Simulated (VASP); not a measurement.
The system is BN.

```
B N
1.0
     2.54395    0.00000    0.00000
    -1.27198    2.20313    0.00000
     0.00000    0.00000    4.20782
B N
2 2
Direct
  0.33333 0.66667 0.00020
  0.66667 0.33333 0.50020
  0.33333 0.66667 0.37480
  0.66667 0.33333 0.87480
```

The cell was built by a generator and needn't be a form met in nature.

Base run:

* Program: VASP 6.6.1
* Functional: PBE
* Potentials or basis: VASP PAW PBE potentials, release 64 (B, N)
* Cutoff: 520 eV
* k mesh: 9 × 9 × 4
* Occupations: gaussian, width 0.01 eV
* Spin: no spin polarisation

Its results: band gap on the k mesh 5.19 eV, indirect (least direct gap 8.29 eV); pressure 4.9 GPa; largest force 0.008 eV/Å.

Problem. The run is repeated on the same cell with these changes: functional from PBE to HSE06; k mesh from 9 × 9 × 4 to 6 × 6 × 4. What comes out?

Solution. Band gap on the k mesh 6.51 eV, indirect (least direct gap 9.96 eV); pressure -3.9 GPa; largest force 0.013 eV/Å.

Several settings changed at once, so the effect can't be laid on one alone.

Caveats: some runs use coarse meshes; an odd mesh through Γ misses points on the zone boundary, where band edges often lie (some runs); the PAW data sets were made with another functional, which shifts forces and pressure a little (some runs).
